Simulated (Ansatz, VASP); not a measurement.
**MgPbS3: VASP beside Ansatz**

Aim: how closely do two programs agree when they are given the same cell, functional and k mesh? The cell is generated by rule, not measured, and may not be a known phase. The cell is taken from a series of runs on this material, whose earlier steps may have relaxed, scaled, displaced or heated it; both programs get it as it stands.

Method: plane waves, with VASP 6.6.1 beside it; relaxation of cell and atoms at PBEsol, in Ansatz 0.2.0.

### 1. The structure

Symmetry: Pm-3m, No. 221, cubic system. The conventional cell has a = 5.070 Å, b = 5.070 Å, c = 5.070 Å, α = 90.00°, β = 90.00°, γ = 90.00°. Nearest to Mg lie 12 S at 3.59 Å. Nearest to Pb lie 6 S at 2.54 Å. Nearest to S lie 2 Pb at 2.54 Å. Farther neighbours and most contacts between anions are not listed.

As a file:

```xyz
5
Lattice="5.0703 0.0000 0.0000 0.0000 5.0703 0.0000 0.0000 0.0000 5.0703" Properties=species:S:1:pos:R:3 pbc="T T T"
Mg    0.0000    0.0000    0.0000
Pb    2.5351    2.5351    2.5351
S     2.5351    2.5351    0.0000
S     2.5351    0.0000    2.5351
S     0.0000    2.5351    2.5351
```

### 2. VASP: relaxation of cell and atoms, PBEsol, pair 1

The relaxed volume is the usual yardstick between codes: in a stiff, nearly cubic crystal its relative difference is about their pressure difference at one cell divided by the bulk modulus.

Lines of VASP's logs that name or quote its potential files are left out, and so is its time.

Contents of INCAR:

```
SYSTEM = MgPbS3
PREC = Accurate
ENCUT = 600
EDIFF = 1E-07
NELM = 120
ISMEAR = 1
SIGMA = 0.2
LREAL = .FALSE.
ALGO = Normal
GGA = PS
NBANDS = 23
LORBIT = 11
LWAVE = .FALSE.
LCHARG = .FALSE.
ISIF = 3
IBRION = 2
NSW = 80
EDIFFG = -0.005
LASPH = .TRUE.
GGA_COMPAT = .FALSE.
NELMIN = 4
KPAR = 2
```

Contents of POSCAR:

```
MgPbS3
1.0
    5.0702750000      0.0000000000      0.0000000000
    0.0000000000      5.0702750000      0.0000000000
    0.0000000000      0.0000000000      5.0702750000
Mg Pb S
1 1 3
Direct
    0.0000000000      0.0000000000      0.0000000000
    0.4999999014      0.4999999014      0.4999999014
    0.4999999014      0.4999999014      0.0000000000
    0.4999999014      0.0000000000      0.4999999014
    0.0000000000      0.4999999014      0.4999999014
```

Contents of KPOINTS:

```
Automatic mesh
0
Gamma
8 8 8
0 0 0
```

The projector-augmented-wave data sets are Mg, Pb_d and S (PBE family, release 64).

Command:

```bash
$ mpirun -np 2 vasp_std
```

Numbers of over 12 decimals in the logs are rounded to 6 here.

What it wrote:

```text
[banner, memory and clock lines left out]
running    2 mpi-ranks, on    1 nodes
 distrk:  each k-point on    1 cores,    2 groups
 distr:  one band on    1 cores,    1 groups

 POSCAR found type information on POSCAR MgPbS
 POSCAR found :  3 types and       5 ions
|                                                                             |
|               ----> ADVICE to this user running VASP <----                  |
|                                                                             |
|     You enforced a specific xc type in the INCAR file but a different       |
|     [... a line on the potential file left out ...]
|     I HOPE YOU KNOW WHAT YOU ARE DOING!                                     |
|                                                                             |

 LDA part: xc-table for (Slater+PW92), standard interpolation
 POSCAR, INCAR and KPOINTS ok, starting setup
 FFT: planning ... GRIDC
 FFT: planning ... GRID_SOFT
 FFT: planning ... GRID
 WAVECAR not read
 entering main loop
       N       E                     dE             d eps       ncg     rms          rms(c)
DAV:   1     0.300699679717E+03    0.30070E+03   -0.16043E+04  1610   0.151E+03
DAV:   2     0.171524593328E+02   -0.28355E+03   -0.26979E+03  1730   0.342E+02
DAV:   3    -0.181876685072E+02   -0.35340E+02   -0.33949E+02  2137   0.124E+02
DAV:   4    -0.195439295126E+02   -0.13563E+01   -0.13447E+01  1977   0.268E+01
DAV:   5    -0.195994738172E+02   -0.55544E-01   -0.55510E-01  2289   0.576E+00    0.901E+00
DAV:   6    -0.178816162962E+02    0.17179E+01   -0.26734E+00  2330   0.153E+01    0.627E+00
DAV:   7    -0.175988509552E+02    0.28277E+00   -0.56293E-01  2091   0.365E+00    0.239E+00
DAV:   8    -0.175606401321E+02    0.38211E-01   -0.60218E-02  2262   0.208E+00    0.457E-01
DAV:   9    -0.175574773121E+02    0.31628E-02   -0.75691E-03  1897   0.725E-01    0.332E-01
DAV:  10    -0.175572817020E+02    0.19561E-03   -0.10752E-03  2224   0.293E-01    0.536E-02
DAV:  11    -0.175572156619E+02    0.66040E-04   -0.10184E-04  2032   0.706E-02    0.479E-02
DAV:  12    -0.175571949800E+02    0.20682E-04   -0.40637E-05  2162   0.849E-02    0.895E-03
DAV:  13    -0.175571956379E+02   -0.65796E-06   -0.29158E-06  1975   0.105E-02    0.406E-03
DAV:  14    -0.175571956559E+02   -0.17968E-07   -0.20154E-07  1747   0.674E-03
   1 F= -.17557196E+02 E0= -.17555571E+02  d E =-.175572E+02
 curvature:   0.00 expect dE= 0.000E+00 dE for cont linesearch  0.000E+00
 trial: gam= 0.00000 g(F)=  0.000E+00 g(S)=  0.842E-04 ort = 0.000E+00 (trialstep = 0.100E+01)
 search vector abs. value=  0.842E-04
 bond charge predicted
       N       E                     dE             d eps       ncg     rms          rms(c)
DAV:   1    -0.175578273758E+02   -0.63174E-03   -0.16452E-02  2218   0.185E+00    0.153E-01
DAV:   2    -0.175573011199E+02    0.52626E-03   -0.11540E-03  2217   0.511E-01    0.450E-02
DAV:   3    -0.175572305123E+02    0.70608E-04   -0.25482E-04  2256   0.243E-01    0.136E-02
DAV:   4    -0.175572297007E+02    0.81165E-06   -0.15145E-05  2436   0.403E-02    0.641E-03
DAV:   5    -0.175572303939E+02   -0.69321E-06   -0.65389E-07  2436   0.646E-03    0.307E-03
DAV:   6    -0.175572311867E+02   -0.79278E-06   -0.20873E-07  1537   0.364E-03    0.132E-03
DAV:   7    -0.175572313424E+02   -0.15569E-06   -0.33738E-08  1064   0.195E-03    0.329E-04
DAV:   8    -0.175572312946E+02    0.47771E-07   -0.13285E-08  1001   0.119E-03
   2 F= -.17557231E+02 E0= -.17555598E+02  d E =-.356387E-04
 trial-energy change:   -0.000036  1 .order   -0.000033   -0.000084    0.000018
 step:   0.8419(harm=  0.8203)  dis= 0.00000  next Energy=   -17.557233 (dE=-0.371E-04)
 reached required accuracy - stopping structural energy minimisation
```

Parts of OUTCAR (step 2):

```text
ion  position               nearest neighbor table
   1  0.000  0.000  0.000-
   2  0.500  0.500  0.500-   3 2.54   4 2.54   5 2.54   5 2.54   4 2.54   3 2.54
   3  0.500  0.500  0.000-   2 2.54   2 2.54
   4  0.500  0.000  0.500-   2 2.54   2 2.54
   5  0.000  0.500  0.500-   2 2.54   2 2.54

  LATTYP: Found a simple cubic cell.
 ALAT       =     5.0702750000

 Subroutine GETGRP returns: Found 48 space group operations
 (whereof 48 operations were pure point group operations)

The static configuration has the point symmetry O_h .

 Found     35 irreducible k-points:

   k-points           NKPTS =     35   k-points in BZ     NKDIM =     35   number of bands    NBANDS=     23

   dimension x,y,z NGX =    42 NGY =   42 NGZ =   42
   dimension x,y,z NGXF=    84 NGYF=   84 NGZF=   84

   ENCUT  =  600.0 eV  44.10 Ry    6.64 a.u.  10.13 10.13 10.13*2*pi/ulx,y,z

   NELECT =      34.0000    total number of electrons

 k-points in reciprocal lattice and weights: Automatic mesh
   0.00000000  0.00000000  0.00000000       0.002
   0.12500000  0.00000000  0.00000000       0.012
   0.25000000  0.00000000  0.00000000       0.012
   0.37500000  0.00000000  0.00000000       0.012
   0.50000000  0.00000000  0.00000000       0.006
   0.12500000  0.12500000  0.00000000       0.023
   0.25000000  0.12500000  0.00000000       0.047
   0.37500000  0.12500000  0.00000000       0.047
   0.50000000  0.12500000  0.00000000       0.023
[...]
0.50000000  0.50000000  0.37500000       0.012
   0.50000000  0.50000000  0.50000000       0.002

 average (electrostatic) potential at core
       1 -40.5534       2 -93.6291       3 -87.5634       4 -87.5634       5 -87.5634

 E-fermi :   3.1011

 k-point     1 :       0.0000    0.0000    0.0000
  band No.  band energies     occupation
    ...
     15       2.1959      2.00000
     16       2.2413      2.00000
     17       2.2413      2.00000
     18       2.2413      2.00000
     19       2.8436      2.06979
     20       8.5399      0.00000
     21       8.5399      0.00000
     22       9.1572      0.00000
     23       9.1572      0.00000

 k-point     2 :       0.1250    0.0000    0.0000
  band No.  band energies     occupation
    ...
     14       2.1286      2.00000
     15       2.1286      2.00000
     16       2.1738      2.00000
     17       2.2328      2.00000
     18       2.2328      2.00000
     19       3.4039     -0.05406
     20       8.1912      0.00000
     21       8.7442      0.00000
     22       8.7442      0.00000
     23       8.7830      0.00000

 k-point     3 :       0.2500    0.0000    0.0000
  band No.  band energies     occupation
    ...
     14       1.9234      2.00000
     15       1.9234      2.00000
     16       2.0211      2.00000
     17       2.2554      2.00000
     18       2.2554      2.00000
     19       4.2391     -0.00000
     20       7.4303      0.00000
     21       8.3994      0.00000
     22       8.3994      0.00000
     23       9.4388      0.00000

  Total        0.0118105      0.0118105      0.0118105      0.0000000     -0.0000000      0.0000000
  in kB        0.1453994      0.1453994      0.1453994      0.0000000     -0.0000000      0.0000000
  external PRESSURE =       0.1453994 kB  Pullay stress =       0.0000000 kB

  energy-cutoff  :      600.00
  volume of cell :      130.14
      direct lattice vectors                 reciprocal lattice vectors
     5.067637196  0.000000000 -0.000000000     0.197330622  0.000000000 -0.000000000
    -0.000000000  5.067637196  0.000000000     0.000000000  0.197330622  0.000000000
     0.000000000 -0.000000000  5.067637196     0.000000000 -0.000000000  0.197330622

 POSITION                                       TOTAL-FORCE (eV/Angst)
 -----------------------------------------------------------------------------------
      0.00000      0.00000      0.00000        -0.000000      0.000000      0.000000
      2.53382      2.53382      2.53382         0.000000     -0.000000      0.000000
      2.53382      2.53382      0.00000        -0.000000      0.000000      0.000000
      2.53382     -0.00000      2.53382         0.000000     -0.000000      0.000000
      0.00000      2.53382      2.53382         0.000000     -0.000000      0.000000
 -----------------------------------------------------------------------------------
    total drift:                                0.001111      0.001111      0.001111

  FREE ENERGIE OF THE ION-ELECTRON SYSTEM (eV)
  ---------------------------------------------------
  free  energy   TOTEN  =       -17.5572312946 eV

  energy  without entropy=      -17.5523324093  energy(sigma->0) =      -17.55559833

 reached required accuracy - stopping structural energy minimisation

 total charge
# of ion       s       p       d       tot
------------------------------------------
    1        0.109   0.032   0.006   0.146
    2        1.222   0.878   9.936  12.036
    3        1.358   2.304   0.000   3.662
    4        1.358   2.304   0.000   3.662
    5        1.358   2.304   0.000   3.662
--------------------------------------------------
tot          5.405   7.822   9.942  23.168

[... 3 further parts left out ...]
```

CONTCAR:

```
MgPbS3
   1.00000000000000
     5.0676371958301782    0.0000000000000000   -0.0000000000000000
    -0.0000000000000000    5.0676371958301782    0.0000000000000000
     0.0000000000000000   -0.0000000000000000    5.0676371958301782
  Mg              Pb              S
     1     1     3
Direct
     0.0000000000000000    0.0000000000000000    0.0000000000000000
     0.4999999014000025    0.4999999014000025    0.4999999014000025
     0.4999999014000025    0.4999999014000025    0.0000000000000000
     0.4999999014000025    0.0000000000000000    0.4999999014000025
     0.0000000000000000    0.4999999014000025    0.4999999014000025
```

### 3. Ansatz: relaxation of cell and atoms, PBEsol, pair 1

Ansatz runs on its PAW soft_1 files.

The same cell, functional, mesh and smearing now go to Ansatz, which takes its cutoff from its data sets.

Contents of input.yaml:

```yaml
crystal:
  lattice:
    - [5.0702748095, 0.0, 0.0]
    - [0.0, 5.0702748095, 0.0]
    - [0.0, 0.0, 5.0702748095]
  atoms:
    - { symbol: Mg, position: [0.0, 0.0, 0.0] }
    - { symbol: Pb, position: [0.5, 0.5, 0.5] }
    - { symbol: S, position: [0.5, 0.5, 0.0] }
    - { symbol: S, position: [0.5, 0.0, 0.5] }
    - { symbol: S, position: [0.0, 0.5, 0.5] }
kpoints:
  mp_grid: { grid: [8, 8, 8] }
hamiltonian:
  xc: pbesol
  pseudopotentials: { kind: paw, azcp: { folder: soft_1 }, xc_functional: pbe }
scf:
  occupations: { method: methfessel_paxton, width: 0.2 }
output:
  forces: true
  stress: true
  eigenvalues: true
relax:
  adjacent_minimum: "off"
  f_tol: 0.001
  max_steps: 60
  cell: { stress_tol: 0.01 }
```

Command:

```bash
$ ansatz run input.yaml --threads 8 --pin off --max-ram 16384MiB --backend cpu --events-out ev --progress --plain --runs-dir out
```

What it wrote:

```text
Engine: ansatz 0.2.0, aarch64-unknown-linux-gnu
Pseudopotentials: kind: paw
Pseudopotential: Mg, paw, valence charge 10, recommended cutoff 420 eV (normal), soft_1/Mg.paw.azcp
Pseudopotential: Pb, paw, valence charge 14, recommended cutoff 420 eV (normal), soft_1/Pb.paw.azcp
Pseudopotential: S, paw, valence charge 6, recommended cutoff 420 eV (normal), soft_1/S.paw.azcp
Functional definition: PBEsol
  exchange = pbesol_x
  correlation = pbesol_c
Crystal: 5 atoms, lattice volume = 130.345 Å³
Basis set: ecut = 420 eV, 2517 PW (Γ), exchange–correlation on 72×72×72 points (8 copies of the dense FFT grid, shifted against one another)
Bands: 26, of which v1, the nominal top of the filled ones, is band 21 counted from 1 (20 counted from 0)
Symmetry: 48 space group operations
Space group: Pm-3m (ITA 221), of the structure as read, at distance tolerance 5.1e-5 Å
k-points: 35 of 512
Non-local potential: Mg, projectors of the file, l = 0: 3, l = 1: 2, l = 2: 1
Non-local potential: Pb, projectors of the file, l = 0: 2, l = 1: 2, l = 2: 2, l = 3: 1
Non-local potential: S, projectors of the file, l = 0: 2, l = 1: 2, l = 2: 1
PAW form: soft (Blöchl's): semilocal exchange-correlation on the pseudo side does not see the compensation charge
PAW frozen core: Mg, regenerated for the run's functional, and the local potential with it (the file was generated under x = pbe(κ = 0.804, μ = 0.219515), c = pbe(β = 0.066725))
PAW frozen core: Pb, regenerated for the run's functional, and the local potential with it (the file was generated under x = pbe(κ = 0.804, μ = 0.219515), c = pbe(β = 0.066725))
PAW frozen core: S, regenerated for the run's functional, and the local potential with it (the file was generated under x = pbe(κ = 0.804, μ = 0.219515), c = pbe(β = 0.066725))
PAW one-centre angular grid: Mg, 110 points (default); XC on 64 Gauss nodes
PAW one-centre angular grid: Pb, 590 points (default); XC on 64 Gauss nodes
PAW one-centre angular grid: S, 110 points (default); XC on 64 Gauss nodes
Initial density: superposition of atomic densities (chi_scale 0.1, normalization cell, long waves kept (reshape's long-wave potential 0.01 eV rms))
Initial wavefunctions: pseudopotential atomic-orbital guess
Functional: x = pbesol(κ = 0.804, μ = 0.123457), c = pbesol(β = 0.046)
SCF iter   1: F=—  HF=-16323.170896 eV  |F-HF|=—  |Δ(HF+E_count)|=         —  Δρ=3.53e-2  dr2=2.12e0  ethr=3.10e-3  ⟨swp⟩=7.3  Hψ=4920  notcnv=0
preconditioner: auto → Kerker (q_TF=auto, 2.259 Å⁻¹)  [metal: Δε(μ)=0.014 eV  Ē_g=11.217 eV  σ=0.200 eV  W_gap=0.06  n_scr=26 (ndim 8)  ℏωp=19.0 eV  f_vac=0.000  D(μ)=3.49/eV (n_scr^D=26)]
SCF iter   2: F=—  HF=-16322.723786 eV  |F-HF|=—  |Δ(HF+E_count)|=   4.47e-1  S|Δr|=    0.00e0  Δρ=1.92e-2  dr2=6.02e-1  ethr=3.10e-3  ⟨swp⟩=3.3  Hψ=2008  notcnv=0  defer=8
SCF iter   3: F=—  HF=-16322.629855 eV  |F-HF|=—  |Δ(HF+E_count)|=   9.39e-2  S|Δr|=    0.00e0  Δρ=4.22e-3  dr2=4.27e-2  ethr=1.43e-3  ⟨swp⟩=2.3  Hψ=1414  notcnv=0  defer=8
SCF iter   4: F=—  HF=-16322.631415 eV  |F-HF|=—  |Δ(HF+E_count)|=   1.56e-3  S|Δr|=    0.00e0  Δρ=1.30e-3  dr2=5.75e-3  ethr=1.02e-4  ⟨swp⟩=2.7  Hψ=1686  notcnv=0  defer=8
SCF iter   5: F=—  HF=-16322.630611 eV  |F-HF|=—  |Δ(HF+E_count)|=   8.04e-4  S|Δr|=    0.00e0  Δρ=4.83e-4  dr2=7.74e-4  ethr=1.37e-5  ⟨swp⟩=1.5  Hψ=927  notcnv=0  defer=8
SCF iter   6: F=—  HF=-16322.630331 eV  |F-HF|=—  |Δ(HF+E_count)|=   2.80e-4  S|Δr|=    0.00e0  Δρ=1.87e-4  dr2=3.16e-5  ethr=1.84e-6  ⟨swp⟩=2.0  Hψ=1488  notcnv=0  defer=8
SCF iter   7: F=—  HF=-16322.630325 eV  |F-HF|=—  |Δ(HF+E_count)|=   6.25e-6  S|Δr|=    0.00e0  Δρ=3.70e-5  dr2=1.95e-6  ethr=7.52e-8  ⟨swp⟩=2.1  Hψ=1644  notcnv=0  defer=9
SCF iter   8: F=—  HF=-16322.630327 eV  |F-HF|=—  |Δ(HF+E_count)|=   1.68e-6  S|Δr|=    0.00e0  Δρ=1.35e-5  dr2=4.05e-7  ethr=4.65e-9  ⟨swp⟩=2.0  Hψ=1595  notcnv=0  defer=9
SCF iter   9: F=-16322.630327 eV  HF=-16322.630327 eV  |F-HF|=1.97e-8  |Δ(HF+E_count)|=   1.82e-7  S|Δr|=    0.00e0  Δρ=4.03e-6  dr2=5.90e-8  ethr=2.38e-10  ⟨swp⟩=9.9  Hψ=4650  notcnv=0
SCF 1 converged in 9 iterations: F = -16322.630327 eV  dr2 = 5.90e-8
  greatest PAW one-centre occupation: 1.000 electrons in one spin orbital (limit 2), on the Mg atom at site 0 (counted from 0), in its partial waves of l = 0
relax step   1: F+E_penalty+E_count = -16322.63032688 eV  Δ(F+E_penalty+E_count) = +0.000e0 eV  max|allowed force component| = 1.069e-28 eV/Å  Δτ_max = 0.0000 Å  P = -0.024 GPa  Ω = 130.345 Å³  (9 SCF iters, dr2 threshold 1.00e-7 eV, accepted)
[...]
relax step   2: F+E_penalty+E_count = -16322.63033836 eV  Δ(F+E_penalty+E_count) = -1.148e-5 eV  max|allowed force component| = 1.064e-28 eV/Å  Δτ_max = 0.0000 Å  P = +0.001 GPa  Ω = 130.283 Å³  energy of the carried Pulay correction = +6.890e-6 eV  (4 SCF iters, dr2 threshold 1.49e-9 eV, accepted)
[...]
relax step   3: F+E_penalty+E_count = -16322.63032877 eV  Δ(F+E_penalty+E_count) = +9.594e-6 eV  max|allowed force component| = 5.396e-29 eV/Å  Δτ_max = 0.0000 Å  P = +0.001 GPa  Ω = 130.283 Å³  stress off target by 1.06e-3 GPa  SCF on the basis re-selected at this cell (its energy is not comparable with the rows above)  (6 SCF iters)
basis re-selected at this cell: Δ(F+E_penalty+E_count) = +9.594e-6 eV, ΔP = +0.000 GPa vs the last step (what re-selecting the basis moved, of the pressure what is left beyond the Pulay correction that the steps carried, after the strain that the cell walked since its last selection, with what the two solves' SCF thresholds leave and, on support functions, any second-order correction that the steps lacked; it is no m [...]
SCF converged after 6 iterations
Stability not checked: this state was not tested for a lower state beside it, because cold or Methfessel-Paxton smearing, or corrected tetrahedra, fill the levels in a way that the test cannot read (fill_not_monotonic; see scf.lower_state_search)
Free energy (F): -16322.630329 eV
Harris-Foulkes:  -16322.630329 eV  (|F-HF|=3.64e-12)
Internal energy: -16322.625266 eV  (E = F + TS)
E sigma→0 (E₀):  -16322.629063 eV
Entropy (-TS):   -0.005063 eV (-1.013 meV/atom)
Fermi energy:    5.085758 eV
--- Per-component energies (eV) ---
  E_band       = -492.703051
  E_kinetic    = 678.163481
  E_local      = -3613.942710  (includes V_loc(G=0)·N_el)
  E_nonlocal   = 611.797414
  E_hartree    = 1301.019968
  E_xc         = -488.798520
  E_vxc        = -412.903258  (∫ρ·V_xc dr)
  E_paw        = -12319.098392  (= ΣΔE_a)
  E_vpaw       = -357.857775  (= ΣTr[D̂ρ^β])
  E_aug_tail   = -0.000161  (compensation charges beyond the density's cutoff)
  E_ewald      = -2492.073227
  E_core_change = 0.306881  (= ΣΔE_core)
  E_smearing   = -0.005063  (= −TS)
  E_closure    = 0.000000  (closes the sum)
  Σ components = -16322.630329   (vs F -16322.630329, Δ=0.00e0)
--- Forces (eV/Å), atoms counted from 1 ---
  atom   1  Mg    -0.00000000     0.00000000     0.00000000
  atom   2  Pb     0.00000000     0.00000000    -0.00000000
  atom   3  S     -0.00000000    -0.00000000    -0.00000000
  atom   4  S     -0.00000000     0.00000000    -0.00000000
  atom   5  S      0.00000000    -0.00000000     0.00000000
  max |Σ_I F_I| component: 6.68e-29 eV/Å
--- Stress (GPa, compression-positive) ---
        0.001061      -0.000000       0.000000
       -0.000000       0.001061       0.000000
        0.000000      -0.000000       0.001061
  P = ⅓ Tr σ = 0.0011 GPa (0.011 kbar)
--- Band table (eV; the first three rows and the last of 35) ---
  k-point 0: bands = [... 17 lower, 4.1802, 4.1802, 4.2280, 4.2280, 4.2280, 4.8393, 10.5057, 10.5057, ... 1 higher]
  k-point 1: bands = [... 17 lower, 4.1139, 4.1139, 4.1605, 4.2186, 4.2186, 5.3948, 10.1691, 10.7226, ... 1 higher]
  k-point 2: bands = [... 17 lower, 3.9096, 3.9096, 4.0080, 4.2407, 4.2407, 6.2272, 9.4148, 10.3838, ... 1 higher]
  k-point 34: bands = [... 17 lower, 4.7321, 4.7768, 5.3349, 5.3349, 5.3349, 8.2922, 8.2922, 8.2922, ... 1 higher]
--- Relaxed structure (2 steps of the walk, 2 accepted, 1 SCFs on fresh bases) ---
  F+E_penalty+E_count = -16322.63032877 eV   max|allowed force component| = 5.396e-29 eV/Å   (the final SCF, on the basis selected at the relaxed cell)
  cell:  # Å, volume = 130.2825 Å³
    - [5.069464, 0, 0]
    - [0, 5.069464, 0.0]
    - [0, 0.0, 5.069464]
  atoms:
    - { symbol: Mg, position: [0, 0, 0] }
    - { symbol: Pb, position: [0.500000, 0.500000, 0.500000] }
    - { symbol: S, position: [0.500000, 0.500000, 0] }
    - { symbol: S, position: [0.500000, 0, 0.500000] }
    - { symbol: S, position: [0, 0.500000, 0.500000] }
```

### 4. Differences

Known differences besides the potentials themselves: the data sets hold 42 valence electrons in Ansatz (on its PAW soft_1 files) and 34 in VASP; the cutoff is 420 eV in Ansatz and 600 eV in VASP; Ansatz makes its cores anew for this functional, VASP keeps those of its PBE data sets; Ansatz adds a Pulay correction to the stress that steers its cell, VASP none. Total energies have different zeros and are not compared.

Both answers:

| quantity | Ansatz | VASP | difference |
| --- | --- | --- | --- |
| volume (Å³) | 130.28 | 130.14 | +0.11 % |
| edge a after relaxation, in the typed setting (Å) | 5.069 | 5.068 | +0.04 % |

(Continued in part 2 of 2.)

[Lines on the potential files, build, host, timing and source positions are cut from VASP's logs without a mark.]

[Logs are printed without paths, hosts, clocks, repeated set-up lines and the standing remarks that a program may print on its own settings, such as how far it seeks lower states.]

[Hosts, paths, dates, database ids (printed as entryN), source tags and the programs' standing remarks are cut or masked in the printed files.]
